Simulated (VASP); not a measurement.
```yaml
crystal:
  lattice:
    - [0.00000, 3.04000, 3.04000]
    - [3.04000, 0.00000, 3.04000]
    - [3.04000, 3.04000, 0.00000]
  atoms:
    - { symbol: Sr, position: [0.00000, 0.00000, 0.00000] }
```
Cell charge -0.5.

All values below come from PBE GGA, VASP's PBE PAW potentials (set 64) (plane waves; VASP 6.6.1). Run with NELECT = 10.5, 400 eV cut-off, 9×9×9 Γ-centred mesh, Gaussian smearing of 0.050 eV, potentials Sr_sv.

The cell is charged, with a uniform compensating background.

### Question
Give the stress tensor in GPa (positive for a compressed cell).

### Answer

```
4.84  0.00  0.00
0.00  4.84  0.00
0.00  0.00  4.84
```
The pressure is its mean diagonal, 4.84 GPa.

The compound is Sr in the fcc structure. The cell was not relaxed at this level. The run is one of a series of settings (ISMEAR = 0, NELECT = 10.5, SIGMA = 0.05 against the base run), some of them coarse on purpose.
